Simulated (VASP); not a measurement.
Input for VASP

KPOINTS:
```
Automatic
0
G
6 6 6
0 0 0
```

POSCAR:
```
SrCl2
1
    0.0000000000     3.4900000000     3.4900000000
    3.4900000000     0.0000000000     3.4900000000
    3.4900000000     3.4900000000     0.0000000000
Sr Cl
1 2
Direct
  0.0000000000   0.0000000000   0.0000000000
  0.2500000000   0.2500000000   0.2500000000
  0.7500000000   0.7500000000   0.7500000000
```

**INCAR**
```
SYSTEM = SrCl2
PREC = Accurate
ENCUT = 400
EDIFF = 1E-6
NELM = 100
ALGO = Normal
LREAL = .FALSE.
LASPH = .TRUE.
ISMEAR = 0
SIGMA = 0.05
GGA = PE
LMAXMIX = 4
LWAVE = .FALSE.
LCHARG = .FALSE.
IBRION = 2
ISIF = 3
NSW = 60
EDIFFG = -0.01
```

POTCAR, in this order: Sr_sv Cl (PBE.64 set). Program: vasp_std.

**Question.** Write an equivalent input for Ansatz.

**Answer.** One equivalent input (not run):
Ansatz 0.2 input:
```yaml
crystal:
  lattice:
    - [0.0000000, 3.4900000, 3.4900000]
    - [3.4900000, 0.0000000, 3.4900000]
    - [3.4900000, 3.4900000, 0.0000000]
  atoms:
    - { symbol: Sr, position: [0.0000000, 0.0000000, 0.0000000] }
    - { symbol: Cl, position: [0.2500000, 0.2500000, 0.2500000] }
    - { symbol: Cl, position: [0.7500000, 0.7500000, 0.7500000] }
kpoints:
  mp_grid: { grid: [6, 6, 6] }
hamiltonian:
  xc: pbe
  pseudopotentials: { kind: paw }
scf:
  occupations: { method: gaussian, width: 0.05 }
  max_iter: 100
relax:
  max_steps: 60
  f_tol: 0.01
  cell: {}
output: { forces: true, stress: true, eigenvalues: true }
```
What does not carry over: each code has its own PAW files, so the cut-off isn't converted (ENCUT is set for VASP's; basis.ecutwfc is left out, and Ansatz then takes the one that its files recommend); Ansatz stops its SCF on the density residual and VASP on the energy change (EDIFF).

The compound is SrCl2 in the fluorite structure. This run relaxes it. Symmetry was kept, so distortions that lower it aren't found.
